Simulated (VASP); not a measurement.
# CsLiCr2Te2S3 (Cmm2) in VASP: relaxation of cell and atoms with PBE

Aim: the relaxation of cell and atoms of CsLiCr2Te2S3 with PBE.

Program: VASP 6.6.1. These are calculated values, not measurements. Logs are shortened: lines on timing, memory, paths and dates and some standing lists are left out, and cuts for length are marked.

## Step 1: The structure

The structure is orthorhombic, space group Cmm2 (No. 35). The conventional cell has a = 5.626 Å, b = 9.697 Å, c = 8.482 Å, α = 90.00°, β = 90.00°, γ = 90.00°. Cs (site symmetry mm2) has 7 S at 3.47 to 3.69 Å as nearest neighbours. Li (site symmetry mm2) has 2 S at 2.38 Å as nearest neighbours. Cr (site symmetry 2) is surrounded by 2 S at 2.24 Å. Te (site symmetry m) has 2 Cr at 2.73 Å and 1 Li at 2.87 Å and 2 Te at 3.02 Å as nearest neighbours. S (site symmetry m) is surrounded by 2 Cr at 2.24 Å and 1 Li at 2.38 Å. S (site symmetry mm2) has 4 Cr at 2.81 Å and 2 Li at 2.82 Å as nearest neighbours.

The cell was built by a generator and needn't be a form met in nature.

## Step 2: Relaxation of cell and atoms, PBE, collinear spin, antiferromagnetic start

File INCAR:

```
SYSTEM = CsLiCr2Te2S3
PREC = Accurate ; ENCUT = 520
EDIFF = 1E-6 ; ISMEAR = 0
SIGMA = 0.1 ; LREAL = .False.
LASPH = .True. ; NELM = 120
ALGO = Normal ; ISIF = 3
LWAVE = .False. ; LCHARG = .False.
ISPIN = 2 ; MAGMOM = 0 0 3 -3 0 0 0 0 0
LORBIT = 11 ; LMAXMIX = 4
GGA = PE ; IBRION = 2
NSW = 70 ; EDIFFG = -0.01
KPAR = 4
```

File KPOINTS:

```
Automatic mesh
0
Gamma
  6 6 4
  0 0 0
```

File POSCAR:

```
CsLiCr2Te2S3
1.0
    2.8128700000     -4.8486500000      0.0000000000
    2.8128700000      4.8486500000      0.0000000000
    0.0000000000      0.0000000000      8.4815400000
Cs Li Cr Te S
1 1 2 2 3
Direct
    0.0000020000      0.0000020000      0.0849960000
    0.5000000000      0.5000000000      0.4810360000
    0.5000000000      0.0000010000      0.4696970000
    0.0000000000      0.5000010000      0.4696970000
    0.3071560000      0.6928440000      0.7371220000
    0.6928440000      0.3071560000      0.7371220000
    0.6742240000      0.3257760000      0.2830490000
    0.3257760000      0.6742240000      0.2830490000
    0.0000000000      0.0000000000      0.4945670000
```

Potentials or basis: VASP PAW PBE potentials, release 64 (Cs_sv, Li_sv, Cr_pv, Te, S).

Launch:

```
cat potpaw_PBE.64/Cs_sv/POTCAR potpaw_PBE.64/Li_sv/POTCAR potpaw_PBE.64/Cr_pv/POTCAR potpaw_PBE.64/Te/POTCAR potpaw_PBE.64/S/POTCAR > POTCAR
mpirun -np 4 vasp_std > vasp.out
```

OUTCAR:

```text
SYSTEM = CsLiCr2Te2S3
   PREC = Accurate
   ENCUT = 520
   EDIFF = 1E-6
   ISMEAR = 0
   LREAL = .False.
   LASPH = .True.
   NELM = 120
   ISIF = 3
   ISPIN = 2
   LORBIT = 11
   GGA = PE
   IBRION = 2
   NSW = 70
   EDIFFG = -0.01

 ion  position               nearest neighbor table
   1  0.000  0.000  0.085-
   2  0.500  0.500  0.481-   7 2.38   8 2.38   3 2.80   4 2.80   4 2.80   3 2.80   6 2.87   5 2.87

   3  0.500  0.000  0.470-   7 2.24   8 2.24   6 2.73   5 2.73   2 2.80   2 2.80   9 2.81   9 2.81
                             4 2.81   4 2.81
   4  0.000  0.500  0.470-   8 2.24   7 2.24   5 2.73   6 2.73   2 2.80   2 2.80   9 2.81   9 2.81
                             3 2.81   3 2.81
   5  0.307  0.693  0.737-   4 2.73   3 2.73   2 2.87   6 3.02   6 3.02
   6  0.693  0.307  0.737-   3 2.73   4 2.73   2 2.87   5 3.02   5 3.02
   7  0.674  0.326  0.283-   3 2.24   4 2.24   2 2.38
   8  0.326  0.674  0.283-   4 2.24   3 2.24   2 2.38
   9  0.000  0.000  0.495-   4 2.81   3 2.81   3 2.81   4 2.81

  LATTYP: Found a base centered orthorhombic cell.
 ALAT       =     5.6257400000
 B/A-ratio  =     1.7237376772
 C/A-ratio  =     1.5076309961

  Lattice vectors:

 A1 = (   2.8128700000,  -4.8486500000,   0.0000000000)
 A2 = (   2.8128700000,   4.8486500000,   0.0000000000)
 A3 = (   0.0000000000,   0.0000000000,   8.4815400000)

Analysis of symmetry for initial positions (statically):
=====================================================================
 Subroutine PRICEL returns:
 Original cell was already a primitive cell.

 Routine SETGRP: Setting up the symmetry group for a
 base centered orthorhombic supercell.

 Subroutine GETGRP returns: Found  4 space group operations
 (whereof  4 operations were pure point group operations)
 out of a pool of  8 trial point group operations.

The static configuration has the point symmetry C_2v.

Analysis of symmetry for dynamics (positions and initial velocities):
=====================================================================
 Subroutine PRICEL returns:
 Original cell was already a primitive cell.

 Routine SETGRP: Setting up the symmetry group for a
 base centered orthorhombic supercell.

 Subroutine GETGRP returns: Found  4 space group operations
 (whereof  4 operations were pure point group operations)
 out of a pool of  8 trial point group operations.

The dynamic configuration has the point symmetry C_2v.

Analysis of structural, dynamic, and magnetic symmetry:
=====================================================================
 Subroutine PRICEL returns:
 Original cell was already a primitive cell.

 Routine SETGRP: Setting up the symmetry group for a
 base centered orthorhombic supercell.

 Subroutine GETGRP returns: Found  4 space group operations
 (whereof  4 operations were pure point group operations)
 out of a pool of  8 trial point group operations.

The overall configuration has the point symmetry C_2v.

 Subroutine INISYM returns: Found  4 space group operations
 (whereof  4 operations are pure point group operations),
 and found     1 'primitive' translations

----------------------------------------------------------------------------------------

                                     Primitive cell

  volume of cell :     231.3530

  direct lattice vectors                    reciprocal lattice vectors
     2.812870000 -4.848650000  0.000000000     0.177754393 -0.103121487  0.000000000
     2.812870000  4.848650000  0.000000000     0.177754393  0.103121487  0.000000000
     0.000000000  0.000000000  8.481540000     0.000000000  0.000000000  0.117903117

  length of vectors
     5.605501267  5.605501267  8.481540000     0.205501011  0.205501011  0.117903117

  position of ions in fractional coordinates (direct lattice)
     0.000002000  0.000002000  0.084996000
     0.500000000  0.500000000  0.481036000
     0.500000000  0.000001000  0.469697000
     0.000000000  0.500001000  0.469697000
     0.307156000  0.692844000  0.737122000
     0.692844000  0.307156000  0.737122000
     0.674224000  0.325776000  0.283049000
     0.325776000  0.674224000  0.283049000
     0.000000000  0.000000000  0.494567000

  ion indices of the primitive-cell ions
   primitive index   ion index
                 1           1
                 2           2
                 3           3
                 4           4
                 5           5
                 6           6
                 7           7
                 8           8
                 9           9

----------------------------------------------------------------------------------------

 KPOINTS: Automatic mesh

Automatic generation of k-mesh.
 Grid dimensions read from file:
 generate k-points for:    6    6    4

 Generating k-lattice:

  Cartesian coordinates                     Fractional coordinates (reciprocal lattice)
     0.029625732 -0.017186915  0.000000000     0.166666667  0.000000000  0.000000000
     0.029625732  0.017186915  0.000000000     0.000000000  0.166666667  0.000000000
     0.000000000  0.000000000  0.029475779     0.000000000  0.000000000  0.250000000

  Length of vectors
     0.034250168  0.034250168  0.029475779

  Shift w.r.t. Gamma in fractional coordinates (k-lattice)
     0.000000000  0.000000000  0.000000000

 Subroutine IBZKPT returns following result:
 ===========================================

 Found     39 irreducible k-points:

 Following reciprocal coordinates:
            Coordinates               Weight
  0.000000  0.000000  0.000000      1.000000
  0.166667 -0.000000  0.000000      4.000000
  0.333333  0.000000  0.000000      4.000000
  0.500000  0.000000  0.000000      2.000000
  0.166667  0.166667  0.000000      2.000000
  0.333333  0.166667  0.000000      4.000000
[... 16 lines left out ...]
  0.333333  0.333333  0.250000      4.000000
  0.500000  0.333333  0.250000      8.000000
 [... further k-points ...]
   k-points           NKPTS =     39   k-points in BZ     NKDIM =     39   number of bands    NBANDS=     39
   number of dos      NEDOS =    301   number of ions     NIONS =      9
   total plane-waves  NPLWV = 112896
   dimension x,y,z NGX =    42 NGY =   42 NGZ =   64
   dimension x,y,z NGXF=    84 NGYF=   84 NGZF=  128
   ions per type =               1   1   2   2   3
   NGX,Y,Z   is equivalent  to a cutoff of  12.46, 12.46, 12.54 a.u.
   NGXF,Y,Z  is equivalent  to a cutoff of  24.91, 24.91, 25.09 a.u.
 SYSTEM =  CsLiCr2Te2S3
   PREC   = accura    normal or accurate (medium, high low for compatibility)
   ISTART =      0    job   : 0-new  1-cont  2-samecut
   ICHARG =      2    charge: 1-file 2-atom 10-const
   ISPIN  =      2    spin polarized calculation?
   LNONCOLLINEAR =      F non collinear calculations
   LSORBIT =      F    spin-orbit coupling
   LASPH  =      T    aspherical Exc in radial PAW
   ENCUT  =  520.0 eV  38.22 Ry    6.18 a.u.  10.42 10.42 15.77*2*pi/ulx,y,z
   NELM   =    120;   NELMIN=  2; NELMDL= -5     # of ELM steps
   EDIFF  = 0.1E-05   stopping-criterion for ELM
   LREAL  =      F    real-space projection
   EDIFFG = -.1E-01   stopping-criterion for IOM
   NSW    =     70    number of steps for IOM
   IBRION =      2    ionic relax: 0-MD 1-quasi-New 2-CG
   NFREE  =      1    steps in history (QN), initial steepest desc. (CG)
   ISIF   =      3    stress and relaxation
   ISYM   =      2    0-nonsym 1-usesym 2-fastsym
   POTIM  = 0.5000    time-step for ionic-motion
   TEBEG  =    0.0;   TEEND  =   0.0 temperature during run
   PSTRESS=    0.0 pullay stress
   NELECT =      66.0000    total number of electrons
   NUPDOWN=      -1.0000    fix difference up-down
   EMIN   =  10.00;   EMAX   =-10.00  energy-range for DOS
   EFERMI =   0.00;   METHOD = LEGACY
   ISMEAR =     0;   SIGMA  =   0.10  broadening in eV -4-tet -1-fermi 0-gaus
   EFERMI_NEDOS =   21; number of points for ismear=-14 and -15
   IALGO  =     38    algorithm
   IMIX   =      4    mixing-type and parameters
     AMIX     =   0.40;   BMIX     =  1.00
     AMIX_MAG =   1.60;   BMIX_MAG =  1.00
  volume/ion in A,a.u.               =      25.71       173.47
  Fermi-wavevector in a.u.,A,eV,Ry     =   1.077700  2.036557 15.802303  1.161437
  Thomas-Fermi vector in A             =   2.213618
   LORBIT       =     11    0 simple, 1 ext, 2 COOP (PROOUT), +10 PAW based schemes
   GGA     = PE    functional components
   LHFCALC =     F    Hartree Fock is set to
   AEXX    =    0.0000 exact exchange contribution
   IVDW    =     0    specifies the selected vdW correction
   LEPSILON=     F    determine dielectric tensor
   LRPA    =     F    only Hartree local field effects (RPA)
 conjugate gradient relaxation of ions
 spin polarized calculation
 Gauss-broadening in eV      SIGMA  =   0.10
  energy-cutoff  :      520.00
  volume of cell :      231.35
 maximum number of plane-waves:      6268
 NGX is ok and might be reduce to    42
   NGX = 21   NGY = 21   NGZ = 31

--------------------------------------- Ionic step        1  -------------------------------------------

 number of electron      66.0000000 magnetization       0.0000000

 number of electron      66.0000032 magnetization      -0.0000000

 Free energy of the ion-electron system (eV)
  ---------------------------------------------------
  ext. energy  EPLUGINS =         0.00000000
  ---------------------------------------------------
  free energy    TOTEN  =       -45.62039820 eV

  energy without entropy =      -45.59647944  energy(sigma->0) =      -45.60843882

------------------------ aborting loop because EDIFF is reached ----------------------------------------

  FORCE on cell =-STRESS in cart. coord.  units (eV):
  Direction    XX          YY          ZZ          XY          YZ          ZX
  --------------------------------------------------------------------------------------
  -------------------------------------------------------------------------------------
  Total        1.2491576     -0.1348442      2.1220839      0.0000000      0.0000000      0.0000000
  in kB        8.6507273     -0.9338293     14.6959588      0.0000000      0.0000000      0.0000000
  external PRESSURE =       7.4709523 kB  Pullay stress =       0.0000000 kB
[... 110 lines left out ...]
  FREE ENERGIE OF THE ION-ELECTRON SYSTEM (eV)
  ---------------------------------------------------
  free  energy   TOTEN  =       -45.6414207872 eV

  energy  without entropy=      -45.6182761798  energy(sigma->0) =      -45.62984848

 E-fermi :   3.8350     XC(G=0):  -8.8550

 val. band max:        3.8294577324   @ k =   0.5000   0.0000   0.2500
 cond. band min:       3.8492083758   @ k =  -0.3333   0.1667   0.0000
 fundamental gap:      0.0197506433
 Fermi energy:         3.8349843098

 spin component 1

 k-point     1 :       0.0000    0.0000    0.0000
  band No.  band energies     occupation
      1     -41.5960      1.00000
      2     -40.1780      1.00000
      3     -40.0463      1.00000
      4     -40.0127      1.00000
      5     -37.6138      1.00000
      6     -37.4949      1.00000
[... 2009 lines left out ...]
     38       5.9784      0.00000
     39       6.3593      0.00000

 [... further k-points ...]

[... ionic steps 4 to 17 ...]

--------------------------------------- Ionic step       18  -------------------------------------------

 number of electron      66.0000030 magnetization      -0.0000000

------------------------ aborting loop because EDIFF is reached ----------------------------------------
[... 81 lines left out ...]
--------------------------------------- Ionic step       20  -------------------------------------------

 number of electron      66.0000029 magnetization      -0.0000000

 Free energy of the ion-electron system (eV)
  ---------------------------------------------------
  ext. energy  EPLUGINS =         0.00000000
  ---------------------------------------------------
  free energy    TOTEN  =       -45.66422551 eV

  energy without entropy =      -45.64652327  energy(sigma->0) =      -45.65537439

 E-fermi :   3.8068     XC(G=0):  -8.8337

 val. band max:        3.7865487097   @ k =   0.5000   0.0000   0.5000
 cond. band min:       3.8179241633   @ k =   0.5000   0.0000   0.2500
 fundamental gap:      0.0313754537
 Fermi energy:         3.8067662431

 spin component 1

 k-point     1 :       0.0000    0.0000    0.0000
  band No.  band energies     occupation
      1     -41.6032      1.00000
      2     -40.2115      1.00000
      3     -40.0781      1.00000
      4     -40.0443      1.00000
      5     -37.6335      1.00000
      6     -37.5203      1.00000
[... 2047 lines left out ...]
  FREE ENERGIE OF THE ION-ELECTRON SYSTEM (eV)
  ---------------------------------------------------
  free  energy   TOTEN  =       -45.6642255116 eV

  energy  without entropy=      -45.6465232739  energy(sigma->0) =      -45.65537439

 reached required accuracy - stopping structural energy minimisation

 total charge

# of ion       s       p       d       tot
------------------------------------------
    1        1.834   4.702   0.032   6.567
    2        2.022   0.063   0.000   2.084
    3        0.281   6.259   4.162  10.702
    4        0.281   6.259   4.162  10.702
    5        1.400   1.920   0.040   3.360
    6        1.400   1.920   0.040   3.360
    7        1.346   2.400   0.000   3.746
    8        1.346   2.400   0.000   3.746
    9        1.346   2.279   0.000   3.625
--------------------------------------------------
tot         11.257  28.199   8.436  47.892

 magnetization (x)

# of ion       s       p       d       tot
------------------------------------------
    1        0.000   0.000   0.000   0.000
    2        0.000   0.000   0.000   0.000
    3        0.031   0.025   2.521   2.578
    4       -0.031  -0.025  -2.521  -2.578
    5        0.000   0.000   0.000   0.000
    6        0.000   0.000   0.000   0.000
    7        0.000   0.000   0.000   0.000
    8        0.000   0.000   0.000   0.000
    9        0.000   0.000   0.000   0.000
--------------------------------------------------
tot          0.000   0.000  -0.000  -0.000
```

Wall time 68 min (4 MPI ranks of Intel Xeon Platinum 8375C at 2.90GHz (Ice Lake), shared host); peak memory 0.83 GiB.

The run converged, but some of its settings lie outside the range that counts as converged, so its numbers aren't taken as properties of the crystal.

What came out:

```yaml
Free_energy: -45.6642 eV
Relaxed_volume: 26.12 Å³/atom
Relaxed_cell: a = 5.584 Å, b = 5.584 Å, c = 8.615 Å, α = 90.00°, β = 90.00°, γ = 118.92°
Space_group_after_relaxing_to_0.05_Å: Cmm2 (No. 35)
Energy_gained_by_relaxing: 4.9 meV/atom
Ionic_steps: 20
Largest_force_after_relaxing: 0.009 eV/Å
Band_gap_on_the_k_mesh: none (metal or under the smearing width)
Net_moment: 0.00 μB per cell
Site_moments: Cs +0.00; Li +0.00; Cr +2.58, -2.58; Te +0.00; S +0.00 μB
Valence_electrons_inside_the_program's_atomic_spheres: Cs 6.57; Li 2.08; Cr 10.70; Te 3.36; S 3.75, 3.62
```

Caveat: the cutoff is under 1.25 times the usual one of these potentials, so pressure, stress and relaxed cells hold a basis-set (Pulay) error.
